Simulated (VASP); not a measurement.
OSZICAR of a VASP run on YSi (relaxed from the rocksalt structure, space group Fm-3m):

OSZICAR:
```
       N       E                     dE             d eps       ncg     rms          rms(c)
DAV:   1     0.294619748659E+02    0.29462E+02   -0.61402E+03   778   0.940E+02
DAV:   2    -0.115677977618E+02   -0.41030E+02   -0.39612E+02   940   0.188E+02
DAV:   3    -0.140476368380E+02   -0.24798E+01   -0.24554E+01  1371   0.332E+01
DAV:   4    -0.141110828814E+02   -0.63446E-01   -0.62094E-01  1037   0.484E+00
DAV:   5    -0.141123985003E+02   -0.13156E-02   -0.13144E-02  1081   0.689E-01    0.227E+01
DAV:   6    -0.133938769582E+02    0.71852E+00   -0.15942E+00   927   0.700E+00    0.162E+01
DAV:   7    -0.133330074000E+02    0.60870E-01   -0.98619E-01  1025   0.549E+00    0.436E+00
DAV:   8    -0.133162215236E+02    0.16786E-01   -0.24432E-01   878   0.305E+00    0.392E-01
DAV:   9    -0.133138320297E+02    0.23895E-02   -0.25298E-02   965   0.917E-01    0.204E-01
DAV:  10    -0.133134764642E+02    0.35557E-03   -0.22054E-03   906   0.376E-01    0.146E-01
DAV:  11    -0.133134889008E+02   -0.12437E-04   -0.14746E-04  1095   0.105E-01    0.318E-02
DAV:  12    -0.133134850036E+02    0.38972E-05   -0.25495E-05   954   0.412E-02    0.568E-03
DAV:  13    -0.133134850285E+02   -0.24863E-07   -0.58458E-07   631   0.758E-03
   1 F= -.13313485E+02 E0= -.13312306E+02  d E =-.133135E+02
       N       E                     dE             d eps       ncg     rms          rms(c)
DAV:   1    -0.176591584975E+02   -0.43457E+01   -0.91648E+01   836   0.781E+01    0.163E+01
DAV:   2    -0.142354553104E+02    0.34237E+01   -0.57720E+00   791   0.242E+01    0.751E+00
DAV:   3    -0.133927543070E+02    0.84270E+00   -0.63436E+00  1166   0.161E+01    0.657E+00
DAV:   4    -0.134558882170E+02   -0.63134E-01   -0.21404E-01   872   0.454E+00    0.309E+00
DAV:   5    -0.135216524235E+02   -0.65764E-01   -0.11151E-01  1287   0.132E+00    0.706E-01
DAV:   6    -0.135353485516E+02   -0.13696E-01   -0.19371E-02  1280   0.786E-01    0.442E-01
DAV:   7    -0.135372109251E+02   -0.18624E-02   -0.19759E-03   958   0.344E-01    0.151E-01
DAV:   8    -0.135376272897E+02   -0.41636E-03   -0.73202E-04  1259   0.162E-01    0.295E-02
DAV:   9    -0.135376322894E+02   -0.49996E-05   -0.48932E-05   915   0.641E-02    0.191E-02
DAV:  10    -0.135376288490E+02    0.34404E-05   -0.59620E-06   918   0.256E-02    0.534E-03
DAV:  11    -0.135376290755E+02   -0.22645E-06   -0.56744E-07   561   0.497E-03
   2 F= -.13537629E+02 E0= -.13537918E+02  d E =-.224144E+00
       N       E                     dE             d eps       ncg     rms          rms(c)
DAV:   1    -0.137684082447E+02   -0.23078E+00   -0.47493E+00   854   0.186E+01    0.369E+00
DAV:   2    -0.136332655880E+02    0.13514E+00   -0.68141E-01   921   0.708E+00    0.227E+00
DAV:   3    -0.135569850635E+02    0.76281E-01   -0.33632E-01  1188   0.388E+00    0.191E+00
DAV:   4    -0.135654578278E+02   -0.84728E-02   -0.23374E-02   871   0.147E+00    0.950E-01
DAV:   5    -0.135689407277E+02   -0.34829E-02   -0.20141E-02  1335   0.691E-01    0.112E-01
DAV:   6    -0.135692661824E+02   -0.32545E-03   -0.72222E-04   907   0.210E-01    0.882E-02
DAV:   7    -0.135694135651E+02   -0.14738E-03   -0.24772E-04  1244   0.802E-02    0.352E-02
DAV:   8    -0.135694216949E+02   -0.81297E-05   -0.17922E-05   902   0.403E-02    0.975E-03
DAV:   9    -0.135694199783E+02    0.17166E-05   -0.36837E-06   967   0.199E-02    0.106E-02
DAV:  10    -0.135694211165E+02   -0.11383E-05   -0.59131E-07   499   0.783E-03    0.147E-03
DAV:  11    -0.135694212855E+02   -0.16897E-06   -0.15451E-07   439   0.401E-03
   3 F= -.13569421E+02 E0= -.13569091E+02  d E =-.255936E+00
```

**Question.** Which electronic solver shows in the log?

**Answer.** It is blocked Davidson (ALGO = Normal, or the opening steps of other solvers). The INCAR had ALGO = Normal.

**Question.** Can the final energy be trusted as converged?

**Answer.** The run converged. It stopped with EDIFF = 1E-6, NELM = 100, NSW = 60 and EDIFFG = -0.01 after 3 ionic steps (PBEsol GGA, plane waves, VASP's PBE PAW potentials (set 64)). Energy and stress use the plane-wave basis of the starting cell.

The structure was generated: YSi was put into the rocksalt type (Fm-3m), which need not be its known phase. This run relaxes it. Symmetry was kept, so distortions that lower it aren't found. The electron count is odd and the run is not spin-polarised, which forces a metal.
